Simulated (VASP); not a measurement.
```xyz
2
Lattice="2.8316 0.0000 0.0000 0.0000 2.8316 0.0000 0.0000 0.0000 2.8316" Properties=species:S:1:pos:R:3 pbc="T T T"
Mn     0.0000     0.0000     0.0000
V      1.4158     1.4158     1.4158
```

All values below come from PBEsol GGA with spin-orbit coupling, VASP's PBE PAW potentials (set 64) (plane waves; VASP 6.6.1). Numerical set-up: 400 eV cut-off, 12×12×12 Γ-centred mesh, Gaussian smearing of 0.050 eV, potentials Mn_pv V_sv.

**Question.** Estimate the energy per atom (σ→0), band gap (over mesh and band path) with the smallest direct gap where there is one.

**Answer.** 
```json
{
 "band gap (over mesh and band path)": "none (metal, semimetal or under 0.01 eV)",
 "energy per atom (σ→0)": "-9.998 eV/atom"
}
```

The structure comes from a measured MnV entry (Pm-3m) of the Crystallography Open Database, whose conditions weren't checked. It was relaxed first, which changed the volume by -7 %.
